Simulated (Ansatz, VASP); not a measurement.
## FePt (Tetraferroplatinum): VASP beside Ansatz

One calculation is typed for both programs; each brings its own data sets and cutoff. How far apart do they land? The cell is taken from a series of VASP runs on this material, whose earlier steps may have relaxed, scaled or displaced it; both programs get it as it stands. Other levels of theory on this material are compared in a session of their own.

Main program and level: Ansatz 0.2.0; plane waves, with VASP 6.6.1 beside it; band structure at PBEsol.

### Step 1. Starting point

The structure is tetragonal, space group P4/mmm (No. 123). Conventional cell: a = 2.675 Å, b = 2.675 Å, c = 3.737 Å, α = 90.00°, β = 90.00°, γ = 90.00°. Nearest to Fe lie 8 Pt at 2.66 Å and 4 Fe at 2.67 Å. Pt has 8 Fe at 2.66 Å and 4 Pt at 2.67 Å nearest. Farther neighbours are not listed.

Coordinates:

```cif
data_structure
_symmetry_space_group_name_H-M 'P 1'
_symmetry_Int_Tables_number 1
_cell_length_a 2.6747
_cell_length_b 2.6747
_cell_length_c 3.7373
_cell_angle_alpha 90.000
_cell_angle_beta 90.000
_cell_angle_gamma 90.000
_cell_volume 26.74
loop_
_atom_site_label
_atom_site_type_symbol
_atom_site_fract_x
_atom_site_fract_y
_atom_site_fract_z
_atom_site_occupancy
Fe1 Fe 0.00000 0.00000 0.00000 1
Pt2 Pt 0.50000 0.50000 0.50000 1
```

### Step 2. Ansatz: band structure, PBEsol

Ansatz runs on its default PAW (the set named soft_2) files.

With cell and atoms fixed, the geometry can't cause a difference; cores, projectors, grids and the points listed under the comparison can.

Contents of input.yaml:

```yaml
crystal:
  lattice:
    - [2.6747337513, 0.0, 0.0]
    - [0.0, 2.6747337513, 0.0]
    - [0.0, 0.0, 3.737327614]
  atoms:
    - { symbol: Fe, position: [0.0, 0.0, 0.0], spin: 2.807 }
    - { symbol: Pt, position: [0.5, 0.5, 0.5], spin: 0.257 }
hamiltonian:
  xc: pbesol
  pseudopotentials: { kind: paw }
magnetization:
  spin_polarized: true
kpoints:
  mp_grid: { grid: [7, 7, 5] }
  band_path:
    path:
      - [0.0, 0.0, 0.0]
      - [0.0, 0.13333, 0.0]
      - [0.0, 0.3, 0.0]
      - [0.0, 0.46667, 0.0]
      - [0.1, 0.5, 0.0]
      - [0.26667, 0.5, 0.0]
      - [0.43333, 0.5, 0.0]
      - [0.43333, 0.43333, 0.0]
      - [0.26667, 0.26667, 0.0]
      - [0.1, 0.1, 0.0]
      - [0.0, 0.0, 0.03333]
      - [0.0, 0.0, 0.2]
      - [0.0, 0.0, 0.36667]
      - [0.0, 0.0, 0.5]
      - [0.0, 0.16667, 0.5]
      - [0.0, 0.3, 0.5]
      - [0.0, 0.46667, 0.5]
      - [0.1, 0.5, 0.5]
      - [0.26667, 0.5, 0.5]
      - [0.43333, 0.5, 0.5]
      - [0.43333, 0.43333, 0.5]
      - [0.26667, 0.26667, 0.5]
      - [0.1, 0.1, 0.5]
      - [0.0, 0.5, 0.03333]
      - [0.0, 0.5, 0.2]
      - [0.0, 0.5, 0.36667]
      - [0.5, 0.5, 0.0]
      - [0.5, 0.5, 0.16667]
      - [0.5, 0.5, 0.33333]
      - [0.5, 0.5, 0.5]
    npoints: 1
scf:
  occupations: { method: methfessel_paxton, width: 0.2 }
  n_extra_bands: 10
output:
  forces: true
  stress: true
  eigenvalues: true
```

On the command line:

```
$ ansatz run input.yaml --threads 2 --pin off --max-ram 4608MiB --backend cpu --events-out ev --progress --plain --runs-dir out
```

Numbers of over 12 decimals in the logs are rounded to 6 here.

The program printed:

```text
scf.n_extra_bands = 10 over 17 filled bands (N_el = 34.0): the run solves 27 bands
Engine: ansatz 0.2.0, aarch64-unknown-linux-gnu
Pseudopotentials: kind: paw
Pseudopotential: Fe, paw, valence charge 16, recommended cutoff 420 eV (normal), Fe.paw.azcp
Pseudopotential: Pt, paw, valence charge 18, recommended cutoff 420 eV (normal), Pt.paw.azcp
Functional definition: PBEsol
  exchange = pbesol_x
  correlation = pbesol_c
Crystal: 2 atoms, lattice volume = 26.738 Å³
Basis set: ecut = 420 eV, 513 PW (Γ), exchange–correlation on 36×36×50 points (8 copies of the dense FFT grid, shifted against one another)
Bands: 27, of which v1, the nominal top of the filled ones, is band 17 counted from 1 (16 counted from 0)
Symmetry: 16 space group operations
Space group: P4/mmm (ITA 123), of the structure as read, at distance tolerance 3.0e-5 Å
Magnetic group: BNS 123.339 (UNI 999), of the structure as read, at distance tolerance 3.0e-5 Å
k-points: 30 of 245
Non-local potential: Fe, projectors of the file, l = 0: 3, l = 1: 2, l = 2: 3, l = 3: 1
Non-local potential: Pt, projectors of the file, l = 0: 3, l = 1: 2, l = 2: 2, l = 3: 1
PAW form: soft (Blöchl's): semilocal exchange-correlation on the pseudo side does not see the compensation charge
PAW frozen core: Fe, regenerated for the run's functional, and the local potential with it (the file was generated under x = pbe(κ = 0.804, μ = 0.219515), c = pbe(β = 0.066725))
PAW frozen core: Pt, regenerated for the run's functional, and the local potential with it (the file was generated under x = pbe(κ = 0.804, μ = 0.219515), c = pbe(β = 0.066725))
PAW one-centre angular grid: Fe, 590 points (default); XC on 64 Gauss nodes
PAW one-centre angular grid: Pt, 590 points (default); XC on 64 Gauss nodes
Initial density: superposition of atomic densities (chi_scale 0.1, normalization cell)
Starting moments: Σ|m| = 3.064 μB on 2 of 2 sites
Initial wavefunctions: pseudopotential atomic-orbital guess
Functional: x = pbesol(κ = 0.804, μ = 0.123457), c = pbesol(β = 0.046)
SCF iter   1: F=—  HF=-16833.122753 eV  |F-HF|=—  |Δ(HF+E_count)|=         —  Δρ=6.75e-2 (↑3.71e-2 ↓6.75e-2)  dr2=2.61e0  dr2_m=1.57e-1  M=3.060 μB ∫|m|=3.125 μB  β_m=0.30  ethr=3.10e-3  ⟨swp⟩=4.8  Hψ=6260  notcnv=0  defer=23
Mixer restart at iter 1: flushing history
preconditioner: auto → none  [metal: Δε(μ)=0.014 eV  Ē_g=14.214 eV  σ=0.200 eV  W_gap=0.04  n_scr=6 (ndim 8)  ℏωp=30.5 eV  f_vac=0.000  D(μ)=1.64/eV (n_scr^D=18)  sad-step TF]
SCF iter   2: F=—  HF=-16832.908528 eV  |F-HF|=—  |Δ(HF+E_count)|=   2.14e-1  Δρ=4.58e-2 (↑3.20e-2 ↓4.58e-2)  dr2=1.46e0  dr2_m=1.28e-1  M=3.097 μB ∫|m|=3.183 μB  β_m=0.61  ethr=3.10e-3  ⟨swp⟩=2.0  Hψ=2462  notcnv=0  defer=194
SCF iter   3: F=—  HF=-16833.587665 eV  |F-HF|=—  |Δ(HF+E_count)|=   6.79e-1  Δρ=6.05e-2 (↑5.47e-2 ↓6.05e-2)  dr2=3.60e0  dr2_m=1.28e-2  M=3.267 μB ∫|m|=3.381 μB  β_m=0.43  ethr=3.10e-3  ⟨swp⟩=3.0  Hψ=3190  notcnv=0  defer=204  recentre
SCF iter   4: F=—  HF=-16833.040711 eV  |F-HF|=—  |Δ(HF+E_count)|=   5.47e-1  Δρ=7.17e-3 (↑7.17e-3 ↓5.59e-3)  dr2=1.09e-2  dr2_m=5.86e-3  M=3.134 μB ∫|m|=3.274 μB  β_m=0.54  ethr=3.10e-3  ⟨swp⟩=2.6  Hψ=3050  notcnv=0  defer=219
SCF iter   5: F=—  HF=-16833.058886 eV  |F-HF|=—  |Δ(HF+E_count)|=   1.82e-2  Δρ=3.95e-3 (↑3.95e-3 ↓8.78e-4)  dr2=3.10e-3  dr2_m=9.62e-4  M=3.134 μB ∫|m|=3.286 μB  β_m=0.54  ethr=3.20e-5  ⟨swp⟩=2.8  Hψ=3119  notcnv=0  defer=206
SCF iter   6: F=—  HF=-16833.061171 eV  |F-HF|=—  |Δ(HF+E_count)|=   2.29e-3  Δρ=1.62e-3 (↑1.62e-3 ↓4.38e-4)  dr2=4.64e-4  dr2_m=1.94e-4  M=3.130 μB ∫|m|=3.286 μB  β_m=0.77  ethr=9.12e-6  ⟨swp⟩=2.5  Hψ=2288  notcnv=0  defer=206
SCF iter   7: F=—  HF=-16833.061655 eV  |F-HF|=—  |Δ(HF+E_count)|=   4.84e-4  Δρ=3.34e-4 (↑2.93e-4 ↓3.34e-4)  dr2=8.02e-5  dr2_m=1.93e-6  M=3.127 μB ∫|m|=3.286 μB  β_m=0.74  ethr=1.37e-6  ⟨swp⟩=1.9  Hψ=1935  notcnv=0  defer=206
SCF iter   8: F=—  HF=-16833.048209 eV  |F-HF|=—  |Δ(HF+E_count)|=         —  Δρ=1.94e-3 (↑1.33e-3 ↓1.94e-3)  dr2=1.43e-3  dr2_m=4.24e-4  M=3.100 μB ∫|m|=3.266 μB  β_m=0.74  ethr=2.36e-7  ⟨swp⟩=2.0  Hψ=1939  notcnv=0  defer=206
Mixer restart at iter 8: flushing history
iteration 8: the input's own smearing fills from here on; a Gaussian of 0.2 eV has filled iterations ahead of it
SCF iter   9: F=—  HF=-16833.053077 eV  |F-HF|=—  |Δ(HF+E_count)|=   4.87e-3  S|Δr|=    0.00e0  Δρ=7.34e-3 (↑4.85e-3 ↓7.34e-3)  dr2=4.91e-2  dr2_m=5.84e-4  M=3.130 μB ∫|m|=3.291 μB  β_m=0.24  ethr=2.36e-7  ⟨swp⟩=3.0  Hψ=2767  notcnv=0  defer=206  recentre
SCF iter  10: F=—  HF=-16833.048238 eV  |F-HF|=—  |Δ(HF+E_count)|=   4.84e-3  S|Δr|=    0.00e0  Δρ=1.62e-3 (↑1.03e-3 ↓1.62e-3)  dr2=1.01e-3  dr2_m=2.66e-4  M=3.099 μB ∫|m|=3.266 μB  β_m=0.17  ethr=2.36e-7  ⟨swp⟩=2.9  Hψ=2779  notcnv=0  defer=206
SCF iter  11: F=—  HF=-16833.048201 eV  |F-HF|=—  |Δ(HF+E_count)|=   3.73e-5  S|Δr|=    0.00e0  Δρ=6.95e-4 (↑6.95e-4 ↓6.38e-4)  dr2=1.62e-5  dr2_m=9.66e-5  M=3.101 μB ∫|m|=3.267 μB  β_m=0.21  ethr=2.36e-7  ⟨swp⟩=2.0  Hψ=2331  notcnv=0  defer=206
SCF iter  12: F=—  HF=-16833.048251 eV  |F-HF|=—  |Δ(HF+E_count)|=   5.05e-5  S|Δr|=    0.00e0  Δρ=2.04e-4 (↑1.79e-4 ↓2.04e-4)  dr2=2.53e-6  dr2_m=8.65e-6  M=3.099 μB ∫|m|=3.265 μB  β_m=0.35  ethr=4.78e-8  ⟨swp⟩=2.1  Hψ=2253  notcnv=0  defer=206
SCF iter  13: F=—  HF=-16833.048256 eV  |F-HF|=—  |Δ(HF+E_count)|=   4.50e-6  S|Δr|=    0.00e0  Δρ=8.01e-5 (↑8.01e-5 ↓5.58e-5)  dr2=1.65e-6  dr2_m=4.85e-7  M=3.097 μB ∫|m|=3.264 μB  β_m=0.67  ethr=7.45e-9  ⟨swp⟩=2.0  Hψ=2253  notcnv=0  defer=206
SCF iter  14: F=—  HF=-16833.048256 eV  |F-HF|=—  |Δ(HF+E_count)|=   6.04e-8  S|Δr|=    0.00e0  Δρ=5.42e-5 (↑1.11e-5 ↓5.42e-5)  dr2=8.04e-7  dr2_m=1.91e-7  M=3.097 μB ∫|m|=3.264 μB  β_m=0.76  ethr=4.86e-9  ⟨swp⟩=1.8  Hψ=1764  notcnv=0  defer=206
SCF iter  15: F=—  HF=-16833.048256 eV  |F-HF|=—  |Δ(HF+E_count)|=   2.75e-8  S|Δr|=    0.00e0  Δρ=2.07e-5 (↑1.02e-5 ↓2.07e-5)  dr2=2.22e-7  dr2_m=2.75e-8  M=3.097 μB ∫|m|=3.264 μB  β_m=0.69  ethr=2.36e-9  ⟨swp⟩=1.6  Hψ=1690  notcnv=0  defer=206
SCF iter  16: F=-16833.048256 eV  HF=-16833.048256 eV  |F-HF|=1.39e-8  |Δ(HF+E_count)|=   2.65e-8  S|Δr|=    0.00e0  Δρ=5.56e-6 (↑3.11e-6 ↓5.56e-6)  dr2=1.51e-8  dr2_m=2.27e-9  M=3.097 μB ∫|m|=3.264 μB  ethr=2.94e-10  ⟨swp⟩=8.3  Hψ=6441  notcnv=0
SCF 1 converged in 16 iterations: F = -16833.048256 eV  dr2 = 1.51e-8
  greatest PAW one-centre occupation: 1.003 electrons in one spin orbital (limit 2), on the Fe atom at site 0 (counted from 0), in its partial waves of l = 1
this state was not tested for a lower state beside it, because cold or Methfessel-Paxton smearing, or corrected tetrahedra, fill the levels in a way that the test cannot read (fill_not_monotonic; see scf.lower_state_search)
NSCF: frozen V_eff on 30 k-points
SCF converged after 16 iterations
Magnetization: 3.0971 μB (18.5485 up, 15.4515 down)
Absolute magnetization: 3.2645 μB (∫|ρ↑−ρ↓|, with the PAW one-centre terms)
Spin contamination: 0.0950 ħ² per cell (⟨S²⟩ above its minimum at these occupations)
Per-site moments (μB) at R_I (Å): [(2.837984, 1.096739), (0.320139, 1.096739)]
Free energy (F): -16833.048256 eV
Harris-Foulkes:  -16833.048256 eV  (|F-HF|=1.39e-8)
Internal energy: -16833.051274 eV  (E = F + TS)
E sigma→0 (E₀):  -16833.049010 eV
Entropy (-TS):   0.003018 eV (1.509 meV/atom)
Fermi energy:    21.196636 eV
--- Per-component energies (eV) ---
  E_band       = -346.431232
  E_kinetic    = 986.610081
  E_local      = -3570.962150  (includes V_loc(G=0)·N_el)
  E_nonlocal   = 425.707367
  E_hartree    = 1428.485972
  E_xc         = -377.439497
  E_vxc        = -453.797957  (∫ρ·V_xc dr)
  E_paw        = -10652.861051  (= ΣΔE_a)
  E_vpaw       = -590.959052  (= ΣTr[D̂ρ^β])
  E_aug_tail   = 0.001012  (compensation charges beyond the density's cutoff)
  E_ewald      = -5073.059190
  E_core_change = 0.466183  (= ΣΔE_core)
  E_smearing   = 0.003018  (= −TS)
  E_closure    = 0.000000  (closes the sum)
  Σ components = -16833.048256   (vs F -16833.048256, Δ=0.00e0)
--- Forces (eV/Å), atoms counted from 1 ---
  atom   1  Fe    -0.00000000     0.00000000     0.00000000
  atom   2  Pt     0.00000000    -0.00000000    -0.00000000
  max |Σ_I F_I| component: 8.69e-29 eV/Å
--- Stress (GPa, compression-positive) ---
        0.344826      -0.000000      -0.000000
       -0.000000       0.344826      -0.000000
       -0.000000      -0.000000       0.554802
  P = ⅓ Tr σ = 0.4148 GPa (4.148 kbar)
--- Band table (eV; the first three rows and the last of 60) ---
  k-point 0 ↑: bands = [... 13 lower, 18.2501, 19.2818, 19.3351, 20.7826, 20.9420, 20.9420, 23.0887, 30.8897, ... 6 higher]
  k-point 1 ↑: bands = [... 13 lower, 18.0498, 19.0897, 19.3654, 20.4898, 20.4898, 20.6834, 21.1890, 33.3047, ... 6 higher]
  k-point 2 ↑: bands = [... 13 lower, 18.5934, 18.5934, 18.8085, 19.5228, 19.5228, 19.5358, 20.4880, 36.3967, ... 6 higher]
  k-point 29 ↓: bands = [... 13 lower, 19.7062, 20.3873, 21.9778, 22.0285, 22.9460, 26.5123, 28.5894, 28.7111, ... 6 higher]
```

Wall time 4.1 s (2 threads of Arm Neoverse V1, shared host); peak memory 0.32 GiB; 7.7 s of CPU time.

(Continued in part 2 of 2.)

[Lines on the potential files, build, host, timing and source positions are cut from VASP's logs without a mark.]

[Logs are printed without paths, hosts, clocks, repeated set-up lines and the standing remarks that a program may print on its own settings, such as how far it seeks lower states.]

[Hosts, paths, dates, database ids (printed as entryN), source tags and the programs' standing remarks are cut or masked in the printed files.]
